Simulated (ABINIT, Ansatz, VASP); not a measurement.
## HfN (Fm-3m, 2 atoms in the cell) computed with different codes at matched settings

Self-consistent single point.

```yaml
crystal:
  lattice:
    - [0.00000, 2.26000, 2.26000]
    - [2.26000, 0.00000, 2.26000]
    - [2.26000, 2.26000, 0.00000]
  atoms:
    - { symbol: Hf, position: [0.00000, 0.00000, 0.00000] }
    - { symbol: N, position: [0.50000, 0.50000, 0.50000] }
```

Shared settings, as Ansatz (a quantum-chemistry and plane-wave program) writes them: kpoints.mp_grid.grid = 6 6 6; scf.occupations.method = gaussian; scf.occupations.width = 0.272 eV. Potentials and cutoffs stand in the table.

| code | model | pressure (GPa) | cutoff |
|---|---|---|---|
| Ansatz | PBE, default PAW files | 4.41 | 420 eV |
| ABINIT | PBE, norm-conserving pseudopotentials (PseudoDojo nc-sr-05 PBE standard) | 4.22 | 42 Ha |
| VASP | PBE, VASP's PBE PAW potentials (set 64) | -0.67 | 400 eV |

On Ansatz's run: spin-orbit coupling is off.

The spread over the programs that give each value: pressure within 5.08 GPa.

Ansatz's pressure is given at a fixed set of plane waves, as the other plane-wave codes print theirs; with its correction for the finite basis it is 4.90 GPa (the shift of 0.49 GPa shows how far the cutoff is from converged). In the pressure, VASP (by 4.89) lies more than 1 GPa from the median of the plane-wave programs.

On the base mesh (10 10 10) the same programs gave: Ansatz pressure 4.66 GPa; ABINIT pressure 4.52 GPa; VASP pressure -0.37 GPa.

VASP's run is marked for a possible Pulay error in its stress at this cutoff; no cutoff test was made.

The starting cell has typed, rounded lattice constants, without a prior relaxation at this level.

Left out of this page: Quantum ESPRESSO, GPAW, Elk, FLEUR and SIESTA (not drawn, or without a comparable value); CP2K (on another mesh).

Keys are those of Ansatz 0.2.
